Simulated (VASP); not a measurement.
VASP ran on this input.

### INCAR
```
! general
SYSTEM  =MnF2
PREC    =Accurate
ENCUT   =520
LREAL   =.FALSE.
LASPH   =.TRUE.

! electronic loop
EDIFF   =1E-6
NELM    =100
ALGO    =Normal
LMAXMIX =4

! smearing
ISMEAR  =0
SIGMA   =0.05

! functional
GGA     =ML
LUSE_VDW=.TRUE.
AGGAC   =0.0
ZAB_VDW =-1.8867

! spin
ISPIN   =2
MAGMOM  =4.5 -4.5 -0.0 2*0.0 -0.0

! ions
IBRION  =2
NSW     =60
ISIF    =3
EDIFFG  =-0.02

! output
LWAVE   =.FALSE.
LCHARG  =.FALSE.
LORBIT  =10
```

### POSCAR
```
MnF2
1
    4.9429292738    -0.0000000000     0.0000000000
    0.0000000000     4.9429292738     0.0000000000
    0.0000000000     0.0000000000     3.3625276080
Mn F
2 4
Direct
  0.0000000000   0.0000000000   0.0000000000
  0.5000000000   0.5000000000   0.5000000000
  0.3029183629   0.3029183629   0.0000000000
  0.8029183629   0.1970816371   0.5000000000
  0.1970816371   0.8029183629   0.5000000000
  0.6970816371   0.6970816371   0.0000000000
```

**KPOINTS**
```
K-points
0
Gamma
 4 4 6
0 0 0
```

POTCAR, in this order: Mn_pv F (PBE.64 set). Program: vasp_std.

### Question
Translate this vdW-DF2 calculation to Quantum ESPRESSO's pw.x.

### Answer
One equivalent input (not run):
```
&CONTROL
  calculation = 'vc-relax'
  pseudo_dir = './pseudo'
  outdir = './out'
  tprnfor = .true.
  tstress = .true.
  nstep = 60
  forc_conv_thr = 0.00078
/
&SYSTEM
  ibrav = 0
  nat = 6
  ntyp = 3
  ecutwfc = 96
  occupations = 'smearing'
  smearing = 'gaussian'
  degauss = 0.003675
  input_dft = 'vdw-df2'
  nspin = 2
  starting_magnetization(1) = 0.45
  starting_magnetization(2) = -0.45
/
&ELECTRONS
  conv_thr = 7.3e-08
  electron_maxstep = 100
/
&IONS
/
&CELL
/
ATOMIC_SPECIES
  Mn1 54.938 Mn.upf
  Mn2 54.938 Mn.upf
  F 18.998 F.upf
CELL_PARAMETERS angstrom
     4.9429293   -0.0000000    0.0000000
     0.0000000    4.9429293    0.0000000
     0.0000000    0.0000000    3.3625276
ATOMIC_POSITIONS crystal
  Mn1  0.0000000  0.0000000  0.0000000
  Mn2  0.5000000  0.5000000  0.5000000
  F    0.3029184  0.3029184  0.0000000
  F    0.8029184  0.1970816  0.5000000
  F    0.1970816  0.8029184  0.5000000
  F    0.6970816  0.6970816  0.0000000
K_POINTS automatic
  4 4 6 0 0 0
```
The two are equivalent in intent, not identical: the potentials are each code's own (VASP's PAW set, PseudoDojo norm-conserving files in pw.x), so ENCUT and ecutwfc are chosen apart and not converted; conv_thr bounds pw.x's estimated SCF error, while EDIFF bounds the energy change between steps; starting_magnetization is a fraction of the valence charge and MAGMOM a moment in μB, so they match only roughly; forc_conv_thr acts on force components and is met together with etot_conv_thr.

The compound is MnF2 in the rutile structure. This run relaxes it. Symmetry was kept, so distortions that lower it aren't found. The start is the result of an earlier pass.
